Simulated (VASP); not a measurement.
Method: PBEsol GGA, VASP's PBE PAW potentials (set 64) (plane waves; VASP 6.6.1).

VASP ran on this input.

### POSCAR
```
YTe
1
    4.2640000000     0.0000000000     0.0000000000
    0.0000000000     4.2640000000     0.0000000000
    0.0000000000     0.0000000000     4.2640000000
Y Te
1 1
Direct
  0.0000000000   0.0000000000   0.0000000000
  0.5000000000   0.5000000000   0.5000000000
```

INCAR:
```
ISMEAR=1
LMAXMIX=4   # l cut-off of mixed one-centre charges
LREAL=.FALSE.   # projection in real space or not
LCHARG=.FALSE.
NELM=100
ENCUT=400   # plane-wave cut-off (eV)
PREC=Accurate
SYSTEM=YTe
ALGO=Normal
LWAVE=.FALSE.
SIGMA=0.1   # width (eV)
GGA=PS
LASPH=.TRUE.   # aspherical one-centre terms
NSW=60   # most ionic steps
ISIF=3
EDIFF=1E-6
IBRION=2
EDIFFG=-0.01
```

KPOINTS:
```
kpoints
0
G
  8 8 8
0 0 0
```

POTCAR, in this order: Y_sv Te (PBE.64 set). Program: vasp_std.

The run wrote:

### OUTCAR
```
 ion  position               nearest neighbor table
   1  0.000  0.000  0.000-   2 3.69   2 3.69   2 3.69   2 3.69   2 3.69   2 3.69   2 3.69   2 3.69
  LATTYP: Found a simple cubic cell.
 ALAT       =     4.2640000000
 Subroutine PRICEL returns:
 Original cell was already a primitive cell.
 Subroutine GETGRP returns: Found 48 space group operations
The static configuration has the point symmetry O_h .
The dynamic configuration has the point symmetry O_h .
 Subroutine INISYM returns: Found 48 space group operations
 Subroutine IBZKPT returns following result:
 Found     35 irreducible k-points:

 Following reciprocal coordinates:
            Coordinates               Weight
  0.000000  0.000000  0.000000      1.000000
  0.125000  0.000000  0.000000      6.000000
  0.250000  0.000000  0.000000      6.000000
  0.375000  0.000000  0.000000      6.000000
  0.500000  0.000000  0.000000      3.000000
  0.125000  0.125000  0.000000     12.000000
  0.250000  0.125000  0.000000     24.000000
  0.375000  0.125000  0.000000     24.000000
  0.500000  0.125000  0.000000     12.000000
  0.250000  0.250000  0.000000     12.000000
  0.375000  0.250000  0.000000     24.000000
  0.500000  0.250000  0.000000     12.000000
  0.375000  0.375000  0.000000     12.000000
  0.500000  0.375000  0.000000     12.000000
  0.500000  0.500000  0.000000      3.000000
  0.125000  0.125000  0.125000      8.000000
  0.250000  0.125000  0.125000     24.000000
  0.375000  0.125000  0.125000     24.000000
  0.500000  0.125000  0.125000     12.000000
  0.250000  0.250000  0.125000     24.000000
  0.375000  0.250000  0.125000     48.000000
  0.500000  0.250000  0.125000     24.000000
  0.375000  0.375000  0.125000     24.000000
  0.500000  0.375000  0.125000     24.000000
  0.500000  0.500000  0.125000      6.000000
  0.250000  0.250000  0.250000      8.000000
  0.375000  0.250000  0.250000     24.000000
  0.500000  0.250000  0.250000     12.000000
  0.375000  0.375000  0.250000     24.000000
  0.500000  0.375000  0.250000     24.000000
  0.500000  0.500000  0.250000      6.000000
  0.375000  0.375000  0.375000      8.000000
  0.500000  0.375000  0.375000     12.000000
  0.500000  0.500000  0.375000      6.000000
  0.500000  0.500000  0.500000      1.000000
   k-points           NKPTS =     35   k-points in BZ     NKDIM =     35   number of bands    NBANDS=     12
   number of dos      NEDOS =    301   number of ions     NIONS =      2
   total plane-waves  NPLWV =  21952
   dimension x,y,z NGX =    28 NGY =   28 NGZ =   28
   dimension x,y,z NGXF=    56 NGYF=   56 NGZF=   56
   ions per type =               1   1
   PREC   = accura    normal or accurate (medium, high low for compatibility)
   ISTART =      0    job   : 0-new  1-cont  2-samecut
   ICHARG =      2    charge: 1-file 2-atom 10-const
   ISPIN  =      1    spin polarized calculation?
   LNONCOLLINEAR =      F non collinear calculations
   LSORBIT =      F    spin-orbit coupling
   INIWAV =      1    electr: 0-lowe 1-rand  2-diag
   ENCUT  =  400.0 eV  29.40 Ry    5.42 a.u.   6.95  6.95  6.95*2*pi/ulx,y,z
   NELM   =    100;   NELMIN=  2; NELMDL= -5     # of ELM steps
   EDIFF  = 0.1E-05   stopping-criterion for ELM
   LREAL  =      F    real-space projection
   NLSPLINE    = F    spline interpolate recip. space projectors
   LMAXMIX     =    4 max onsite mixed and CHGCAR
   VOSKOWN=      0    Vosko Wilk Nusair interpolation
   EDIFFG = -.1E-01   stopping-criterion for IOM
   NSW    =     60    number of steps for IOM
   NBLOCK =      1;   KBLOCK =     60    inner block; outer block
   IBRION =      2    ionic relax: 0-MD 1-quasi-New 2-CG
   NFREE  =      1    steps in history (QN), initial steepest desc. (CG)
...
```

### OSZICAR
```
       N       E                     dE             d eps       ncg     rms          rms(c)
DAV:   1     0.466729516763E+02    0.46673E+02   -0.64495E+03   848   0.981E+02
DAV:   2    -0.899839422226E+01   -0.55671E+02   -0.53139E+02  1000   0.188E+02
DAV:   3    -0.123191738646E+02   -0.33208E+01   -0.32723E+01  1116   0.365E+01
DAV:   4    -0.125098834037E+02   -0.19071E+00   -0.18925E+00  1296   0.915E+00
DAV:   5    -0.125120261505E+02   -0.21427E-02   -0.21393E-02  1112   0.102E+00    0.108E+01
DAV:   6    -0.115810836503E+02    0.93094E+00   -0.21466E+00  1136   0.665E+00    0.932E+00
DAV:   7    -0.114893033221E+02    0.91780E-01   -0.57701E-01  1332   0.355E+00    0.508E+00
DAV:   8    -0.114857368448E+02    0.35665E-02   -0.13404E-01  1152   0.177E+00    0.416E-01
DAV:   9    -0.114797438273E+02    0.59930E-02   -0.52648E-02  1172   0.993E-01    0.254E-01
DAV:  10    -0.114796336399E+02    0.11019E-03   -0.20618E-03  1160   0.275E-01    0.162E-01
DAV:  11    -0.114793123689E+02    0.32127E-03   -0.24437E-03  1192   0.236E-01    0.362E-02
DAV:  12    -0.114793052633E+02    0.71056E-05   -0.12299E-04  1156   0.727E-02    0.121E-02
DAV:  13    -0.114793065683E+02   -0.13050E-05   -0.14112E-05  1240   0.196E-02    0.750E-03
DAV:  14    -0.114793054970E+02    0.10713E-05   -0.23731E-06  1004   0.801E-03    0.522E-03
DAV:  15    -0.114793050491E+02    0.44787E-06   -0.63321E-07   716   0.517E-03
   1 F= -.11479305E+02 E0= -.11478921E+02  d E =-.114793E+02
       N       E                     dE             d eps       ncg     rms          rms(c)
DAV:   1    -0.329704381418E+02   -0.21491E+02   -0.45912E+02   888   0.168E+02    0.372E+01
DAV:   2    -0.170671702335E+02    0.15903E+02   -0.21166E+01   884   0.415E+01    0.132E+01
DAV:   3    -0.125205600303E+02    0.45466E+01   -0.17293E+01  1304   0.280E+01    0.825E+00
DAV:   4    -0.126363941697E+02   -0.11583E+00   -0.64488E-01  1272   0.436E+00    0.485E+00
DAV:   5    -0.127964167671E+02   -0.16002E+00   -0.40217E-01  1288   0.216E+00    0.127E+00
DAV:   6    -0.128259977338E+02   -0.29581E-01   -0.30508E-02  1424   0.835E-01    0.486E-01
DAV:   7    -0.128348338052E+02   -0.88361E-02   -0.10572E-02  1492   0.577E-01    0.236E-01
DAV:   8    -0.128367741224E+02   -0.19403E-02   -0.26371E-03  1260   0.342E-01    0.634E-02
DAV:   9    -0.128368578514E+02   -0.83729E-04   -0.59974E-04  1344   0.103E-01    0.561E-02
DAV:  10    -0.128368615678E+02   -0.37164E-05   -0.19204E-05   960   0.426E-02    0.813E-03
DAV:  11    -0.128368623924E+02   -0.82462E-06   -0.68642E-07   732   0.648E-03
   2 F= -.12836862E+02 E0= -.12836312E+02  d E =-.135756E+01
       N       E                     dE             d eps       ncg     rms          rms(c)
DAV:   1    -0.130661913112E+02   -0.22933E+00   -0.43982E+00   980   0.162E+01    0.339E+00
DAV:   2    -0.129206794416E+02    0.14551E+00   -0.50438E-01  1008   0.573E+00    0.191E+00
DAV:   3    -0.128560128133E+02    0.64667E-01   -0.28869E-01  1240   0.340E+00    0.148E+00
DAV:   4    -0.128625244406E+02   -0.65116E-02   -0.25673E-02   996   0.119E+00    0.774E-01
DAV:   5    -0.128667055423E+02   -0.41811E-02   -0.16089E-02  1416   0.535E-01    0.169E-01
DAV:   6    -0.128669131216E+02   -0.20758E-03   -0.33055E-04   920   0.137E-01    0.111E-01
DAV:   7    -0.128670401658E+02   -0.12704E-03   -0.14664E-04  1320   0.769E-02    0.371E-02
DAV:   8    -0.128670434420E+02   -0.32762E-05   -0.70195E-06   956   0.240E-02    0.197E-02
DAV:   9    -0.128670447785E+02   -0.13365E-05   -0.39228E-06  1040   0.198E-02    0.574E-03
DAV:  10    -0.128670446285E+02    0.15001E-06   -0.13050E-07   464   0.288E-03
   3 F= -.12867045E+02 E0= -.12866512E+02  d E =-.138774E+01
```

File OUTCAR:
```
------------------------ aborting loop because EDIFF is reached ----------------------------------------
  FORCE on cell =-STRESS in cart. coord.  units (eV):
  Direction    XX          YY          ZZ          XY          YZ          ZX
  --------------------------------------------------------------------------------------
  Total        0.0152838      0.0152838      0.0152838      0.0000000      0.0000000      0.0000000
  in kB        0.4732461      0.4732461      0.4732461      0.0000000      0.0000000      0.0000000
  external PRESSURE =       0.4732461 kB  Pullay stress =       0.0000000 kB
  volume of cell :       51.74
      direct lattice vectors                 reciprocal lattice vectors
     3.726359088  0.000000000 -0.000000000     0.268358464  0.000000000 -0.000000000
    -0.000000000  3.726359088  0.000000000    -0.000000000  0.268358464 -0.000000000
     0.000000000  0.000000000  3.726359088     0.000000000 -0.000000000  0.268358464
 POSITION                                       TOTAL-FORCE (eV/Angst)
 -----------------------------------------------------------------------------------
      0.00000      0.00000      0.00000        -0.000000     -0.000000      0.000000
      1.86318      1.86318      1.86318         0.000000      0.000000      0.000000
 -----------------------------------------------------------------------------------
    total drift:                               -0.000000      0.000000     -0.000000
  FREE ENERGIE OF THE ION-ELECTRON SYSTEM (eV)
  ---------------------------------------------------
  free  energy   TOTEN  =       -12.8670446285 eV

  energy  without entropy=      -12.8654458897  energy(sigma->0) =      -12.86651172

 reached required accuracy - stopping structural energy minimisation
```
(Selected blocks of OUTCAR.)

**CONTCAR**
```
YTe
   1.00000000000000
     3.7263590878829156    0.0000000000000000   -0.0000000000000000
    -0.0000000000000000    3.7263590878829156    0.0000000000000000
     0.0000000000000000    0.0000000000000000    3.7263590878829156
  Y               Te
     1     1
Direct
     0.0000000000000000    0.0000000000000000    0.0000000000000000
     0.5000000000000000    0.5000000000000000    0.5000000000000000
```

Energy and stress use the plane-wave basis of the starting cell.

The structure was generated: YTe was put into the CsCl type type (Pm-3m), which need not be its known phase. This run relaxes it. Symmetry was kept, so distortions that lower it aren't found. The electron count is odd and the run is not spin-polarised, which forces a metal.
